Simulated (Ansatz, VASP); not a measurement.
# Sn in two plane-wave programs, part 3 of 4

Aim: how closely do two programs agree when they are given the same cell, functional and k mesh? The structure shown is the start of the Ansatz relaxation below; VASP solves that cell, so the two are compared at the walk's first step.

VASP 6.6.1 and Ansatz 0.2.0.

So far. Step 3 (VASP: single point, LDA, start cell, pair 1): The run ends at a pressure of 1.21 GPa, with forces up to 0.10 eV/Å.

### 4. Side by side

Known differences besides the potentials themselves: the two LDA forms differ slightly; the cutoff is 420 eV in Ansatz and 400 eV in VASP; VASP's log shows a relativistic correction to its local exchange, Ansatz's none. Total energies have different zeros and are not compared.

Forces (eV/Å; atoms numbered as in POSCAR):

```
atom         Ansatz x, y, z           VASP x, y, z
 Sn1   0.002, 0.002, -0.104   0.002, 0.002, -0.104
 Sn2  -0.002, -0.002, 0.104  -0.002, -0.002, 0.104
```

The forces differ by 0.4 meV/Å r.m.s., which is 0.7 % of the r.m.s. force of 0.060 eV/Å (both taken over all components).

### 5. Further runs

Further runs change the set-up of one program: Ansatz's method, potentials or start, or VASP's data sets, cutoff or form of LDA. The table gives that difference for each run.

```
                         run  r.m.s. force difference (meV/Å)
                    as above                             0.44
VASP with a cutoff of 500 eV (perhaps on Ansatz's relaxed cell)                             0.63
```

### 6. Ansatz: relaxation, LDA

The two programs are compared at the cell with which this relaxation starts, whose forces are those of its first step. The cell compared in this pair holds 66.43 Å³, against 66.12 Å³ for the pair before.

The structure compared here is the start of the Ansatz relaxation; VASP solves that cell, so the two are compared at the walk's first step.

Input file input.yaml:

```yaml
crystal:
  lattice:
    - [-0.0507229612, 3.1897031901, 3.2656612805]
    - [3.1897031901, -0.0507229612, 3.2656612805]
    - [3.1389802289, 3.1389802289, 0.0]
  atoms:
    - { symbol: Sn, position: [0.4982047381, 0.4982047381, 0.5016890916] }
    - { symbol: Sn, position: [0.7517952619, 0.7517952619, 0.7483109084] }
  conventional_axes: [[0, 0, 1], [1, -1, 0], [1, 1, -1]]
kpoints:
  mp_grid: { grid: [12, 12, 12], shift: [0.5, 0.5, 0.5] }
hamiltonian:
  xc: lda
  pseudopotentials: { kind: paw, azcp: { folder: soft_1 }, xc_functional: pbe }
scf:
  occupations: { method: gaussian, width: 0.015 }
output:
  forces: true
  stress: true
  eigenvalues: true
relax:
  adjacent_minimum: "off"
  f_tol: 0.001
  max_steps: 60
  cell: { stress_tol: 0.01, fix: [a, angles] }
```

The run is started by

```console
$ ansatz run input.yaml --threads 4 --pin off --max-ram 10240MiB --backend cpu --events-out ev --progress --plain --runs-dir out
```

Numbers of over 12 decimals in the logs are rounded to 6 here.

The log of the run:

```text
[...]
Crystal: 2 atoms, lattice volume = 66.434 Å³
Basis set: ecut = 420 eV, 1311 PW (Γ)
Bands: 18, of which v1, the nominal top of the filled ones, is band 14 counted from 1 (13 counted from 0)
Symmetry: 4 space group operations
[...]
k-points: 468 of 1728
[...]
k-point 467: bands = [... 10 lower, -1.2027, 1.4444, 5.9615, 6.5160, 8.2731, 10.9174, 11.1951, 13.6054]
--- Relaxed structure (5 steps of the walk, 4 accepted, 1 SCFs on fresh bases) ---
[...]
cell:  # Å, volume = 66.8089 Å³
    - [-0.051913, 3.190893, 3.281670]
    - [3.190893, -0.051913, 3.281670]
    - [3.1389802289, 3.1389802289, 0.0]
  atoms:
    - { symbol: Sn, position: [0.497217, 0.497217, 0.502541] }
    - { symbol: Sn, position: [0.752783, 0.752783, 0.747459] }
[key lines of the parts left out:]
SCF converged after 5 iterations
Free energy (F): -11759.137235 eV
Fermi energy:    7.845517 eV
P = ⅓ Tr σ = 0.6639 GPa (6.639 kbar)
```

### 7. VASP: single point, LDA, start cell, pair 2

The same cell, functional (in two slightly different forms), mesh and smearing now go to VASP, with its own data sets.

Input file INCAR:

```
SYSTEM = Sn
PREC = Accurate
ENCUT = 400
EDIFF = 1E-06
NELM = 120
ISMEAR = 0
SIGMA = 0.015
LREAL = .FALSE.
ALGO = Normal
GGA = CA
NBANDS = 20
LORBIT = 11
LWAVE = .FALSE.
LCHARG = .FALSE.
ISIF = 2
ISYM = 2
LASPH = .TRUE.
GGA_COMPAT = .FALSE.
KPAR = 2
```

Input file POSCAR:

```
Sn
1.0
   -0.0507230000      3.1897030000      3.2656610000
    3.1897030000     -0.0507230000      3.2656610000
    3.1389800000      3.1389800000      0.0000000000
Sn
2
Direct
    0.4982048045      0.4982048045      0.5016891101
    0.7517952721      0.7517952721      0.7483111319
```

Input file KPOINTS:

```
Points of the shifted mesh
1728
Reciprocal
 0.0416666667  0.0416666667  0.0416666667 1
 0.0416666667  0.0416666667  0.1250000000 1
 0.0416666667  0.0416666667  0.2083333333 1
 0.0416666667  0.0416666667  0.2916666667 1
 0.0416666667  0.0416666667  0.3750000000 1
 0.0416666667  0.0416666667  0.4583333333 1
 0.0416666667  0.0416666667  0.5416666667 1
 0.0416666667  0.0416666667  0.6250000000 1
 0.0416666667  0.0416666667  0.7083333333 1
 0.0416666667  0.0416666667  0.7916666667 1
 0.0416666667  0.0416666667  0.8750000000 1
 0.0416666667  0.0416666667  0.9583333333 1
 0.0416666667  0.1250000000  0.0416666667 1
 0.0416666667  0.1250000000  0.1250000000 1
 0.0416666667  0.1250000000  0.2083333333 1
 0.0416666667  0.1250000000  0.2916666667 1
 0.0416666667  0.1250000000  0.3750000000 1
 0.0416666667  0.1250000000  0.4583333333 1
 0.0416666667  0.1250000000  0.5416666667 1
 0.0416666667  0.1250000000  0.6250000000 1
 0.0416666667  0.1250000000  0.7083333333 1
 0.0416666667  0.1250000000  0.7916666667 1
 0.0416666667  0.1250000000  0.8750000000 1
 0.0416666667  0.1250000000  0.9583333333 1
 0.0416666667  0.2083333333  0.0416666667 1
 0.0416666667  0.2083333333  0.1250000000 1
 0.0416666667  0.2083333333  0.2083333333 1
 0.0416666667  0.2083333333  0.2916666667 1
 0.0416666667  0.2083333333  0.3750000000 1
 0.0416666667  0.2083333333  0.4583333333 1
 0.0416666667  0.2083333333  0.5416666667 1
 0.0416666667  0.2083333333  0.6250000000 1
 0.0416666667  0.2083333333  0.7083333333 1
 0.0416666667  0.2083333333  0.7916666667 1
 0.0416666667  0.2083333333  0.8750000000 1
 0.0416666667  0.2083333333  0.9583333333 1
 0.0416666667  0.2916666667  0.0416666667 1
 0.0416666667  0.2916666667  0.1250000000 1
 0.0416666667  0.2916666667  0.2083333333 1
 0.0416666667  0.2916666667  0.2916666667 1
 0.0416666667  0.2916666667  0.3750000000 1
 0.0416666667  0.2916666667  0.4583333333 1
 0.0416666667  0.2916666667  0.5416666667 1
 0.0416666667  0.2916666667  0.6250000000 1
 0.0416666667  0.2916666667  0.7083333333 1
 0.0416666667  0.2916666667  0.7916666667 1
 0.0416666667  0.2916666667  0.8750000000 1
 0.0416666667  0.2916666667  0.9583333333 1
 0.0416666667  0.3750000000  0.0416666667 1
 0.0416666667  0.3750000000  0.1250000000 1
 0.0416666667  0.3750000000  0.2083333333 1
 0.0416666667  0.3750000000  0.2916666667 1
 0.0416666667  0.3750000000  0.3750000000 1
 0.0416666667  0.3750000000  0.4583333333 1
 0.0416666667  0.3750000000  0.5416666667 1
 0.0416666667  0.3750000000  0.6250000000 1
 0.0416666667  0.3750000000  0.7083333333 1
 0.0416666667  0.3750000000  0.7916666667 1
 0.0416666667  0.3750000000  0.8750000000 1
 0.0416666667  0.3750000000  0.9583333333 1
 0.0416666667  0.4583333333  0.0416666667 1
 0.0416666667  0.4583333333  0.1250000000 1
 0.0416666667  0.4583333333  0.2083333333 1
 0.0416666667  0.4583333333  0.2916666667 1
 0.0416666667  0.4583333333  0.3750000000 1
 0.0416666667  0.4583333333  0.4583333333 1
 0.0416666667  0.4583333333  0.5416666667 1
 0.0416666667  0.4583333333  0.6250000000 1
 0.0416666667  0.4583333333  0.7083333333 1
 0.0416666667  0.4583333333  0.7916666667 1
 0.0416666667  0.4583333333  0.8750000000 1
 0.0416666667  0.4583333333  0.9583333333 1
 0.0416666667  0.5416666667  0.0416666667 1
 0.0416666667  0.5416666667  0.1250000000 1
 0.0416666667  0.5416666667  0.2083333333 1
 0.0416666667  0.5416666667  0.2916666667 1
 0.0416666667  0.5416666667  0.3750000000 1
 0.0416666667  0.5416666667  0.4583333333 1
 0.0416666667  0.5416666667  0.5416666667 1
 0.0416666667  0.5416666667  0.6250000000 1
 0.0416666667  0.5416666667  0.7083333333 1
 0.0416666667  0.5416666667  0.7916666667 1
 0.0416666667  0.5416666667  0.8750000000 1
 0.0416666667  0.5416666667  0.9583333333 1
 0.0416666667  0.6250000000  0.0416666667 1
 0.0416666667  0.6250000000  0.1250000000 1
 0.0416666667  0.6250000000  0.2083333333 1
 0.0416666667  0.6250000000  0.2916666667 1
 0.0416666667  0.6250000000  0.3750000000 1
 0.0416666667  0.6250000000  0.4583333333 1
 0.0416666667  0.6250000000  0.5416666667 1
 0.0416666667  0.6250000000  0.6250000000 1
 0.0416666667  0.6250000000  0.7083333333 1
 0.0416666667  0.6250000000  0.7916666667 1
 0.0416666667  0.6250000000  0.8750000000 1
 0.0416666667  0.6250000000  0.9583333333 1
 0.0416666667  0.7083333333  0.0416666667 1
 0.0416666667  0.7083333333  0.1250000000 1
 0.0416666667  0.7083333333  0.2083333333 1
 0.0416666667  0.7083333333  0.2916666667 1
 0.0416666667  0.7083333333  0.3750000000 1
 0.0416666667  0.7083333333  0.4583333333 1
 0.0416666667  0.7083333333  0.5416666667 1
 0.0416666667  0.7083333333  0.6250000000 1
 0.0416666667  0.7083333333  0.7083333333 1
 0.0416666667  0.7083333333  0.7916666667 1
 0.0416666667  0.7083333333  0.8750000000 1
 0.0416666667  0.7083333333  0.9583333333 1
 0.0416666667  0.7916666667  0.0416666667 1
 0.0416666667  0.7916666667  0.1250000000 1
 0.0416666667  0.7916666667  0.2083333333 1
 0.0416666667  0.7916666667  0.2916666667 1
[... 1390 lines left out ...]
 0.8750000000  0.4583333333  0.1250000000 1
 0.8750000000  0.4583333333  0.2083333333 1
 0.8750000000  0.4583333333  0.2916666667 1
 0.8750000000  0.4583333333  0.3750000000 1
 0.8750000000  0.4583333333  0.4583333333 1
 0.8750000000  0.4583333333  0.5416666667 1
 0.8750000000  0.4583333333  0.6250000000 1
 0.8750000000  0.4583333333  0.7083333333 1
 0.8750000000  0.4583333333  0.7916666667 1
 0.8750000000  0.4583333333  0.8750000000 1
 0.8750000000  0.4583333333  0.9583333333 1
 0.8750000000  0.5416666667  0.0416666667 1
 0.8750000000  0.5416666667  0.1250000000 1
 0.8750000000  0.5416666667  0.2083333333 1
 0.8750000000  0.5416666667  0.2916666667 1
 0.8750000000  0.5416666667  0.3750000000 1
 0.8750000000  0.5416666667  0.4583333333 1
 0.8750000000  0.5416666667  0.5416666667 1
 0.8750000000  0.5416666667  0.6250000000 1
 0.8750000000  0.5416666667  0.7083333333 1
 0.8750000000  0.5416666667  0.7916666667 1
 0.8750000000  0.5416666667  0.8750000000 1
 0.8750000000  0.5416666667  0.9583333333 1
 0.8750000000  0.6250000000  0.0416666667 1
 0.8750000000  0.6250000000  0.1250000000 1
 0.8750000000  0.6250000000  0.2083333333 1
 0.8750000000  0.6250000000  0.2916666667 1
 0.8750000000  0.6250000000  0.3750000000 1
 0.8750000000  0.6250000000  0.4583333333 1
 0.8750000000  0.6250000000  0.5416666667 1
 0.8750000000  0.6250000000  0.6250000000 1
 0.8750000000  0.6250000000  0.7083333333 1
 0.8750000000  0.6250000000  0.7916666667 1
 0.8750000000  0.6250000000  0.8750000000 1
 0.8750000000  0.6250000000  0.9583333333 1
 0.8750000000  0.7083333333  0.0416666667 1
 0.8750000000  0.7083333333  0.1250000000 1
 0.8750000000  0.7083333333  0.2083333333 1
 0.8750000000  0.7083333333  0.2916666667 1
 0.8750000000  0.7083333333  0.3750000000 1
 0.8750000000  0.7083333333  0.4583333333 1
 0.8750000000  0.7083333333  0.5416666667 1
 0.8750000000  0.7083333333  0.6250000000 1
 0.8750000000  0.7083333333  0.7083333333 1
 0.8750000000  0.7083333333  0.7916666667 1
 0.8750000000  0.7083333333  0.8750000000 1
 0.8750000000  0.7083333333  0.9583333333 1
 0.8750000000  0.7916666667  0.0416666667 1
 0.8750000000  0.7916666667  0.1250000000 1
 0.8750000000  0.7916666667  0.2083333333 1
 0.8750000000  0.7916666667  0.2916666667 1
 0.8750000000  0.7916666667  0.3750000000 1
 0.8750000000  0.7916666667  0.4583333333 1
 0.8750000000  0.7916666667  0.5416666667 1
 0.8750000000  0.7916666667  0.6250000000 1
 0.8750000000  0.7916666667  0.7083333333 1
 0.8750000000  0.7916666667  0.7916666667 1
 0.8750000000  0.7916666667  0.8750000000 1
 0.8750000000  0.7916666667  0.9583333333 1
 0.8750000000  0.8750000000  0.0416666667 1
 0.8750000000  0.8750000000  0.1250000000 1
 0.8750000000  0.8750000000  0.2083333333 1
 0.8750000000  0.8750000000  0.2916666667 1
 0.8750000000  0.8750000000  0.3750000000 1
 0.8750000000  0.8750000000  0.4583333333 1
 0.8750000000  0.8750000000  0.5416666667 1
 0.8750000000  0.8750000000  0.6250000000 1
 0.8750000000  0.8750000000  0.7083333333 1
 0.8750000000  0.8750000000  0.7916666667 1
 0.8750000000  0.8750000000  0.8750000000 1
 0.8750000000  0.8750000000  0.9583333333 1
 0.8750000000  0.9583333333  0.0416666667 1
 0.8750000000  0.9583333333  0.1250000000 1
 0.8750000000  0.9583333333  0.2083333333 1
 0.8750000000  0.9583333333  0.2916666667 1
 0.8750000000  0.9583333333  0.3750000000 1
 0.8750000000  0.9583333333  0.4583333333 1
 0.8750000000  0.9583333333  0.5416666667 1
 0.8750000000  0.9583333333  0.6250000000 1
 0.8750000000  0.9583333333  0.7083333333 1
 0.8750000000  0.9583333333  0.7916666667 1
 0.8750000000  0.9583333333  0.8750000000 1
 0.8750000000  0.9583333333  0.9583333333 1
 0.9583333333  0.0416666667  0.0416666667 1
 0.9583333333  0.0416666667  0.1250000000 1
 0.9583333333  0.0416666667  0.2083333333 1
 0.9583333333  0.0416666667  0.2916666667 1
 0.9583333333  0.0416666667  0.3750000000 1
 0.9583333333  0.0416666667  0.4583333333 1
 0.9583333333  0.0416666667  0.5416666667 1
 0.9583333333  0.0416666667  0.6250000000 1
 0.9583333333  0.0416666667  0.7083333333 1
 0.9583333333  0.0416666667  0.7916666667 1
 0.9583333333  0.0416666667  0.8750000000 1
 0.9583333333  0.0416666667  0.9583333333 1
 0.9583333333  0.1250000000  0.0416666667 1
 0.9583333333  0.1250000000  0.1250000000 1
 0.9583333333  0.1250000000  0.2083333333 1
 0.9583333333  0.1250000000  0.2916666667 1
 0.9583333333  0.1250000000  0.3750000000 1
 0.9583333333  0.1250000000  0.4583333333 1
 0.9583333333  0.1250000000  0.5416666667 1
 0.9583333333  0.1250000000  0.6250000000 1
 0.9583333333  0.1250000000  0.7083333333 1
 0.9583333333  0.1250000000  0.7916666667 1
 0.9583333333  0.1250000000  0.8750000000 1
 0.9583333333  0.1250000000  0.9583333333 1
 0.9583333333  0.2083333333  0.0416666667 1
 0.9583333333  0.2083333333  0.1250000000 1
 0.9583333333  0.2083333333  0.2083333333 1
 0.9583333333  0.2083333333  0.2916666667 1
 0.9583333333  0.2083333333  0.3750000000 1
 0.9583333333  0.2083333333  0.4583333333 1
 0.9583333333  0.2083333333  0.5416666667 1
 0.9583333333  0.2083333333  0.6250000000 1
 0.9583333333  0.2083333333  0.7083333333 1
 0.9583333333  0.2083333333  0.7916666667 1
 0.9583333333  0.2083333333  0.8750000000 1
 0.9583333333  0.2083333333  0.9583333333 1
 0.9583333333  0.2916666667  0.0416666667 1
 0.9583333333  0.2916666667  0.1250000000 1
 0.9583333333  0.2916666667  0.2083333333 1
 0.9583333333  0.2916666667  0.2916666667 1
 0.9583333333  0.2916666667  0.3750000000 1
 0.9583333333  0.2916666667  0.4583333333 1
 0.9583333333  0.2916666667  0.5416666667 1
 0.9583333333  0.2916666667  0.6250000000 1
 0.9583333333  0.2916666667  0.7083333333 1
 0.9583333333  0.2916666667  0.7916666667 1
 0.9583333333  0.2916666667  0.8750000000 1
 0.9583333333  0.2916666667  0.9583333333 1
 0.9583333333  0.3750000000  0.0416666667 1
 0.9583333333  0.3750000000  0.1250000000 1
 0.9583333333  0.3750000000  0.2083333333 1
 0.9583333333  0.3750000000  0.2916666667 1
 0.9583333333  0.3750000000  0.3750000000 1
 0.9583333333  0.3750000000  0.4583333333 1
 0.9583333333  0.3750000000  0.5416666667 1
 0.9583333333  0.3750000000  0.6250000000 1
 0.9583333333  0.3750000000  0.7083333333 1
 0.9583333333  0.3750000000  0.7916666667 1
 0.9583333333  0.3750000000  0.8750000000 1
 0.9583333333  0.3750000000  0.9583333333 1
 0.9583333333  0.4583333333  0.0416666667 1
 0.9583333333  0.4583333333  0.1250000000 1
 0.9583333333  0.4583333333  0.2083333333 1
 0.9583333333  0.4583333333  0.2916666667 1
 0.9583333333  0.4583333333  0.3750000000 1
 0.9583333333  0.4583333333  0.4583333333 1
 0.9583333333  0.4583333333  0.5416666667 1
 0.9583333333  0.4583333333  0.6250000000 1
 0.9583333333  0.4583333333  0.7083333333 1
 0.9583333333  0.4583333333  0.7916666667 1
 0.9583333333  0.4583333333  0.8750000000 1
 0.9583333333  0.4583333333  0.9583333333 1
 0.9583333333  0.5416666667  0.0416666667 1
 0.9583333333  0.5416666667  0.1250000000 1
 0.9583333333  0.5416666667  0.2083333333 1
 0.9583333333  0.5416666667  0.2916666667 1
 0.9583333333  0.5416666667  0.3750000000 1
 0.9583333333  0.5416666667  0.4583333333 1
 0.9583333333  0.5416666667  0.5416666667 1
 0.9583333333  0.5416666667  0.6250000000 1
 0.9583333333  0.5416666667  0.7083333333 1
 0.9583333333  0.5416666667  0.7916666667 1
 0.9583333333  0.5416666667  0.8750000000 1
 0.9583333333  0.5416666667  0.9583333333 1
 0.9583333333  0.6250000000  0.0416666667 1
 0.9583333333  0.6250000000  0.1250000000 1
 0.9583333333  0.6250000000  0.2083333333 1
 0.9583333333  0.6250000000  0.2916666667 1
 0.9583333333  0.6250000000  0.3750000000 1
 0.9583333333  0.6250000000  0.4583333333 1
 0.9583333333  0.6250000000  0.5416666667 1
 0.9583333333  0.6250000000  0.6250000000 1
 0.9583333333  0.6250000000  0.7083333333 1
 0.9583333333  0.6250000000  0.7916666667 1
 0.9583333333  0.6250000000  0.8750000000 1
 0.9583333333  0.6250000000  0.9583333333 1
 0.9583333333  0.7083333333  0.0416666667 1
 0.9583333333  0.7083333333  0.1250000000 1
 0.9583333333  0.7083333333  0.2083333333 1
 0.9583333333  0.7083333333  0.2916666667 1
 0.9583333333  0.7083333333  0.3750000000 1
 0.9583333333  0.7083333333  0.4583333333 1
 0.9583333333  0.7083333333  0.5416666667 1
 0.9583333333  0.7083333333  0.6250000000 1
 0.9583333333  0.7083333333  0.7083333333 1
 0.9583333333  0.7083333333  0.7916666667 1
 0.9583333333  0.7083333333  0.8750000000 1
 0.9583333333  0.7083333333  0.9583333333 1
 0.9583333333  0.7916666667  0.0416666667 1
 0.9583333333  0.7916666667  0.1250000000 1
 0.9583333333  0.7916666667  0.2083333333 1
 0.9583333333  0.7916666667  0.2916666667 1
 0.9583333333  0.7916666667  0.3750000000 1
 0.9583333333  0.7916666667  0.4583333333 1
 0.9583333333  0.7916666667  0.5416666667 1
 0.9583333333  0.7916666667  0.6250000000 1
 0.9583333333  0.7916666667  0.7083333333 1
 0.9583333333  0.7916666667  0.7916666667 1
 0.9583333333  0.7916666667  0.8750000000 1
 0.9583333333  0.7916666667  0.9583333333 1
 0.9583333333  0.8750000000  0.0416666667 1
 0.9583333333  0.8750000000  0.1250000000 1
 0.9583333333  0.8750000000  0.2083333333 1
 0.9583333333  0.8750000000  0.2916666667 1
 0.9583333333  0.8750000000  0.3750000000 1
 0.9583333333  0.8750000000  0.4583333333 1
 0.9583333333  0.8750000000  0.5416666667 1
 0.9583333333  0.8750000000  0.6250000000 1
 0.9583333333  0.8750000000  0.7083333333 1
 0.9583333333  0.8750000000  0.7916666667 1
 0.9583333333  0.8750000000  0.8750000000 1
 0.9583333333  0.8750000000  0.9583333333 1
 0.9583333333  0.9583333333  0.0416666667 1
 0.9583333333  0.9583333333  0.1250000000 1
 0.9583333333  0.9583333333  0.2083333333 1
 0.9583333333  0.9583333333  0.2916666667 1
 0.9583333333  0.9583333333  0.3750000000 1
 0.9583333333  0.9583333333  0.4583333333 1
 0.9583333333  0.9583333333  0.5416666667 1
 0.9583333333  0.9583333333  0.6250000000 1
 0.9583333333  0.9583333333  0.7083333333 1
 0.9583333333  0.9583333333  0.7916666667 1
 0.9583333333  0.9583333333  0.8750000000 1
 0.9583333333  0.9583333333  0.9583333333 1
```

PAW data sets: Sn_d (LDA family, release 64).

The run is started by

```console
$ mpirun -np 2 vasp_std
```

The log of the run:

```text
[... set-up lines as in an earlier step ...]
 entering main loop
       N       E                     dE             d eps       ncg     rms          rms(c)
DAV:   1     0.209528489024E+03    0.20953E+03   -0.13292E+04 69812   0.179E+03
DAV:   2     0.130997312320E+02   -0.19643E+03   -0.19295E+03 69568   0.407E+02
DAV:   3    -0.837874926074E+01   -0.21478E+02   -0.21364E+02 79192   0.137E+02
DAV:   4    -0.904286271528E+01   -0.66411E+00   -0.66378E+00 78372   0.276E+01
[...]
DAV:   9    -0.892869762351E+01   -0.78566E-04   -0.20804E-04 89232   0.107E-01    0.190E-02
DAV:  10    -0.892870033411E+01   -0.27106E-05   -0.17528E-05 83560   0.442E-02    0.365E-03
DAV:  11    -0.892870059517E+01   -0.26106E-06   -0.15217E-06 61988   0.857E-03
   1 F= -.89287006E+01 E0= -.89286839E+01  d E =-.334564E-04
```

From OUTCAR (step 7):

```text
  Total        0.5212647      0.5212647      0.1673258      0.5270550     -0.0184051     -0.0184050
  in kB       12.5712111     12.5712111      4.0353543     12.7108539     -0.4438716     -0.4438699
  external PRESSURE =       9.7259255 kB  Pullay stress =       0.0000000 kB

 POSITION                                       TOTAL-FORCE (eV/Angst)
 -----------------------------------------------------------------------------------
      3.13865      3.13865      3.25394        -0.001163     -0.001163     -0.099062
      4.70880      4.70880      4.91022         0.001163      0.001163      0.099062
 -----------------------------------------------------------------------------------
    total drift:                               -0.000000     -0.000000     -0.000000

  FREE ENERGIE OF THE ION-ELECTRON SYSTEM (eV)
  ---------------------------------------------------
  free  energy   TOTEN  =        -8.9287005952 eV

  energy  without entropy=       -8.9286671387  energy(sigma->0) =       -8.92868387

[... 1 part as in an earlier step ...]

[... 2 further parts left out ...]
[key lines of the parts left out:]
E-fermi :   5.6596
```

The run ends at a pressure of 0.97 GPa, with forces up to 0.099 eV/Å.

### 8. Side by side

Forces (eV/Å; atoms numbered as in POSCAR):

```
atom          Ansatz x, y, z            VASP x, y, z
 Sn1  -0.002, -0.002, -0.097  -0.001, -0.001, -0.099
 Sn2     0.002, 0.002, 0.097     0.001, 0.001, 0.099
```

The forces differ by 1.1 meV/Å r.m.s., which is 2.0 % of the r.m.s. force of 0.057 eV/Å (both taken over all components).

[end of part 3 of 4]

[Lines on the potential files, build, host, timing and source positions are cut from VASP's logs without a mark.]

[Logs are printed without paths, hosts, clocks, repeated set-up lines and the standing remarks that a program may print on its own settings, such as how far it seeks lower states.]

[Hosts, paths, dates, database ids (printed as entryN), source tags and the programs' standing remarks are cut or masked in the printed files.]

[Rows of further runs with another cutoff or data set may stand on the cell that Ansatz relaxed, not on the start cell of the pair above them.]
